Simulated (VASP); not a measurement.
VASP ran on this input.

**INCAR**
```
AGGAC = 0.0
LREAL = .False.   ! projection in real space or not
ISMEAR = 1   ! Methfessel-Paxton
ZAB_VDW = -1.8867
LMAXMIX = 4
LORBIT = 10
NSW = 60   ! most ionic steps
SIGMA = 0.1   ! width (eV)
ISIF = 3
ENCUT = 520
ISPIN = 2
LUSE_VDW = .True.
SYSTEM = Cr
LASPH = .True.   ! aspherical one-centre terms
EDIFF = 1E-6
MAGMOM = 1.0 -1.0
EDIFFG = -0.01   ! ionic stop
LWAVE = .False.
PREC = Accurate
ALGO = Normal   ! blocked Davidson
LCHARG = .False.
GGA = ML
NELM = 100   ! most electronic steps
IBRION = 2
```

POSCAR:
```
Cr
1
    2.9066690036    -0.0000000000     0.0000000000
    0.0000000000     2.9066690036     0.0000000000
   -0.0000000000     0.0000000000     2.9066690036
Cr
2
Direct
  0.0000000000   0.0000000000   0.0000000000
  0.5000000000   0.5000000000   0.5000000000
```

**KPOINTS**
```
Regular mesh
0
Gamma
11 11 11
0 0 0
```

POTCAR, in this order: Cr_pv (PBE.64 set). Program: vasp_std.

Task: Write an equivalent input for Quantum ESPRESSO's pw.x.

Result: One equivalent input (not run):
```
&CONTROL
  calculation = 'vc-relax'
  pseudo_dir = './pseudo'
  outdir = './out'
  tprnfor = .true.
  tstress = .true.
  nstep = 60
  forc_conv_thr = 0.00039
/
&SYSTEM
  ibrav = 0
  nat = 2
  ntyp = 2
  ecutwfc = 94
  occupations = 'smearing'
  smearing = 'methfessel-paxton'
  degauss = 0.00735
  input_dft = 'vdw-df2'
  nspin = 2
  starting_magnetization(1) = 0.1
  starting_magnetization(2) = -0.1
/
&ELECTRONS
  conv_thr = 7.3e-08
  electron_maxstep = 100
/
&IONS
/
&CELL
/
ATOMIC_SPECIES
  Cr1 51.996 Cr.upf
  Cr2 51.996 Cr.upf
CELL_PARAMETERS angstrom
     2.9066690   -0.0000000    0.0000000
     0.0000000    2.9066690    0.0000000
    -0.0000000    0.0000000    2.9066690
ATOMIC_POSITIONS crystal
  Cr1  0.0000000  0.0000000  0.0000000
  Cr2  0.5000000  0.5000000  0.5000000
K_POINTS automatic
  11 11 11 0 0 0
```
The two are equivalent in intent, not identical: the potentials are each code's own (VASP's PAW set, PseudoDojo norm-conserving files in pw.x), so ENCUT and ecutwfc are chosen apart and not converted; conv_thr bounds pw.x's estimated SCF error, while EDIFF bounds the energy change between steps; starting_magnetization is a fraction of the valence charge and MAGMOM a moment in μB, so they match only roughly; forc_conv_thr acts on force components and is met together with etot_conv_thr.

The compound is Cr in the bcc, AFM order structure. It was relaxed first. The start is the result of an earlier pass.
